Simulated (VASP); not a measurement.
Output of a VASP run:

### OSZICAR
```
       N       E                     dE             d eps       ncg     rms          rms(c)
DAV:   1     0.941391351735E+03    0.94139E+03   -0.58880E+04  2320   0.976E+02
DAV:   2    -0.104501246702E+02   -0.95184E+03   -0.92155E+03  2064   0.353E+02
DAV:   3    -0.125584153004E+03   -0.11513E+03   -0.11246E+03  2432   0.969E+01
DAV:   4    -0.138168293231E+03   -0.12584E+02   -0.12417E+02  3200   0.290E+01
DAV:   5    -0.139466641899E+03   -0.12983E+01   -0.12913E+01  2544   0.703E+00    0.219E+01
DAV:   6    -0.134401402356E+03    0.50652E+01   -0.97544E+01  2552   0.266E+01    0.174E+01
DAV:   7    -0.129647951230E+03    0.47535E+01   -0.69728E+01  2720   0.260E+01    0.100E+01
DAV:   8    -0.126252549838E+03    0.33954E+01   -0.11728E+01  2496   0.997E+00    0.478E+00
DAV:   9    -0.126087094707E+03    0.16546E+00   -0.28847E+00  2704   0.551E+00    0.314E+00
DAV:  10    -0.126010436376E+03    0.76658E-01   -0.10415E+00  2576   0.349E+00    0.236E+00
DAV:  11    -0.125922161939E+03    0.88274E-01   -0.25843E-01  2528   0.184E+00    0.889E-01
DAV:  12    -0.125924014603E+03   -0.18527E-02   -0.59318E-02  2592   0.829E-01    0.322E-01
DAV:  13    -0.125925102082E+03   -0.10875E-02   -0.11671E-02  2720   0.452E-01    0.148E-01
DAV:  14    -0.125925486824E+03   -0.38474E-03   -0.39558E-03  2528   0.250E-01    0.918E-02
DAV:  15    -0.125925690649E+03   -0.20382E-03   -0.14379E-03  2256   0.153E-01    0.571E-02
DAV:  16    -0.125926165249E+03   -0.47460E-03   -0.10508E-03  2336   0.822E-02    0.442E-02
DAV:  17    -0.125926554791E+03   -0.38954E-03   -0.23839E-04  2304   0.562E-02    0.211E-02
DAV:  18    -0.125927348884E+03   -0.79409E-03   -0.18450E-04  2168   0.306E-02    0.142E-02
DAV:  19    -0.125927962355E+03   -0.61347E-03   -0.78311E-05  2320   0.281E-02    0.103E-02
DAV:  20    -0.125928254705E+03   -0.29235E-03   -0.33850E-05  1752   0.171E-02    0.734E-03
DAV:  21    -0.125928353223E+03   -0.98518E-04   -0.12856E-05  1872   0.113E-02    0.332E-03
DAV:  22    -0.125928383128E+03   -0.29905E-04   -0.28784E-06  1456   0.500E-03    0.129E-03
DAV:  23    -0.125928392869E+03   -0.97411E-05   -0.11650E-06  1376   0.292E-03    0.837E-04
DAV:  24    -0.125928395389E+03   -0.25204E-05   -0.35068E-07  1272   0.228E-03    0.386E-04
DAV:  25    -0.125928396573E+03   -0.11840E-05   -0.23502E-07  1176   0.161E-03    0.277E-04
DAV:  26    -0.125928396899E+03   -0.32546E-06   -0.11995E-07  1136   0.144E-03
   1 F= -.12592840E+03 E0= -.12592920E+03  d E =0.241068E-02
```

### OUTCAR
```
------------------------ aborting loop because EDIFF is reached ----------------------------------------
  FORCE on cell =-STRESS in cart. coord.  units (eV):
  Direction    XX          YY          ZZ          XY          YZ          ZX
  --------------------------------------------------------------------------------------
  Total      -29.0433458    -28.8338339    -16.8596804      0.0000000      0.0000000      0.0000000
  in kB      -64.7802767    -64.3129670    -37.6049911      0.0000000      0.0000000      0.0000000
  external PRESSURE =     -55.5660782 kB  Pullay stress =       0.0000000 kB
  volume of cell :      718.31
      direct lattice vectors                 reciprocal lattice vectors
     3.501205000  0.000000000  0.000000000     0.285615952  0.000000000  0.000000000
     0.000000000 11.928161000  0.000000000     0.000000000  0.083835220  0.000000000
     0.000000000  0.000000000 17.199800000     0.000000000  0.000000000  0.058140211
 POSITION                                       TOTAL-FORCE (eV/Angst)
 -----------------------------------------------------------------------------------
      1.75060     11.92482      6.00000         0.000000      1.083726      1.659911
      0.00000      2.97870      6.00000         0.000000     -0.185227      1.349175
      0.00000      5.96074      7.73331         0.000000      0.343655     -0.705905
      1.75060      8.94278      7.73331         0.000000     -0.392911      0.221134
      1.75060     11.92482      9.46649         0.000000      0.343655      0.705905
      0.00000      2.97870      9.46649         0.000000     -0.392911     -0.221134
      0.00000      5.96074     11.19980         0.000000      1.083726     -1.659911
      1.75060      8.94278     11.19980         0.000000     -0.185227     -1.349175
      0.00000     10.94146      7.73331         0.000000      0.378006     -0.746085
      1.75060      1.99534      7.73331         0.000000     -0.136347     -0.831239
      1.75060      4.97738      6.00000         0.000000     -0.914722      0.249530
      0.00000      7.95942      6.00000         0.000000     -0.176181      0.426948
      0.00000     10.94146     11.19980         0.000000     -0.914722     -0.249530
      1.75060      1.99534     11.19980         0.000000     -0.176181     -0.426948
      1.75060      4.97738      9.46649         0.000000      0.378006      0.746085
      0.00000      7.95942      9.46649         0.000000     -0.136347      0.831239
 -----------------------------------------------------------------------------------
    total drift:                                0.000000      0.006239      0.000005
  FREE ENERGIE OF THE ION-ELECTRON SYSTEM (eV)
  ---------------------------------------------------
  free  energy   TOTEN  =      -125.9283968989 eV

  energy  without entropy=     -125.9308075749  energy(sigma->0) =     -125.92920046
```
(Selected blocks of OUTCAR.)

POSCAR:
```
NbAs
1
    3.5012050000     0.0000000000     0.0000000000
    0.0000000000    11.9281610000     0.0000000000
    0.0000000000     0.0000000000    17.1998000000
Nb As
8 8
Direct
  0.5000000000   0.9997200000   0.3488410000
  0.0000000000   0.2497200000   0.3488410000
  0.0000000000   0.4997200000   0.4496160000
  0.5000000000   0.7497200000   0.4496160000
  0.5000000000   0.9997200000   0.5503840000
  0.0000000000   0.2497200000   0.5503840000
  0.0000000000   0.4997200000   0.6511590000
  0.5000000000   0.7497200000   0.6511590000
  0.0000000000   0.9172800000   0.4496160000
  0.5000000000   0.1672800000   0.4496160000
  0.5000000000   0.4172800000   0.3488410000
  0.0000000000   0.6672800000   0.3488410000
  0.0000000000   0.9172800000   0.6511590000
  0.5000000000   0.1672800000   0.6511590000
  0.5000000000   0.4172800000   0.5503840000
  0.0000000000   0.6672800000   0.5503840000
```

### Question
Write an INCAR and KPOINTS that could have produced this output.

### Answer
Several could match; the one computed here: the input of the run itself, PBEsol GGA, plane waves, VASP's PBE PAW potentials (set 64).

KPOINTS:
```
Automatic mesh
0
Gamma
9 3 1
0 0 0
```

INCAR:
```
# general
SYSTEM  = NbAs
PREC    = Accurate
ENCUT   = 300
LREAL   = Auto
LASPH   = .TRUE.

# electronic loop
EDIFF   = 1E-6
NELM    = 100
ALGO    = Normal
LMAXMIX = 4

# smearing
ISMEAR  = 1
SIGMA   = 0.1

# functional
GGA     = PS

# ions
ISIF    = 2

# output
LWAVE   = .FALSE.
LCHARG  = .FALSE.
```

POTCAR, in this order: Nb_sv As (PBE.64 set). Program: vasp_std.

At this cut-off the stress carries a Pulay error, which pulls relaxed volumes low. The cell holds a wide vacuum, so values per volume refer to the whole cell.

The cell is a sheet with vacuum, built from a database entry that may be metastable or hypothetical.
